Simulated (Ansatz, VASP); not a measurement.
## MgBe2SeS2: VASP beside Ansatz

```
Mg Be Se S
1.0
     3.46319    0.00000    0.00000
     0.00000    3.46319    0.00000
     0.00000    0.00000   10.74663
Mg Be Se S
1 2 1 2
Cartesian
  0.0000 0.0000 0.0000
  1.7316 0.0000 4.5820
  0.0000 1.7316 6.1646
  1.7316 1.7316 0.0000
  1.7316 0.0000 6.6178
  0.0000 1.7316 4.1288
```

Change from the starting cell: species swapped into the Nd2FeSi2Ru type (P-4m2, No. 115).

Alike in both runs: functional PBE; k mesh 4 × 4 × 4; occupations gaussian, width 0.1 eV; no spin polarisation.

Ansatz relaxed the structure, and its values are those at the end. VASP's run is a single point on that final structure, the one shown.

```csv
,VASP,Ansatz
version,VASP 6.6.1,Ansatz 0.2.0
potentials or method,"VASP PAW PBE potentials, release 64 (Mg, Be, Se, S)","scalar-relativistic, plane waves, PAW"
plane-wave cutoff (eV),520,420
valence electrons in the cell,24,42
```

```tsv
	VASP	Ansatz	Ansatz less VASP
gap on the k mesh at the Fermi level (eV)	0.68	0.66	-0.012
least direct gap on the mesh (eV)	0.87	0.86	-0.015
pressure (GPa)	0.0	0.0	+0.01
rms of the force components (eV/Å)	0.005	0.006	+0.0019
```

With one functional, cell and mesh, what is left measures potentials, basis and numerics. The two sets of potentials don't hold the same shells in valence.

Caveats: the k mesh is coarse (spacing up to 0.45 Å⁻¹), so the values aren't converged. A k mesh can miss the band edges.
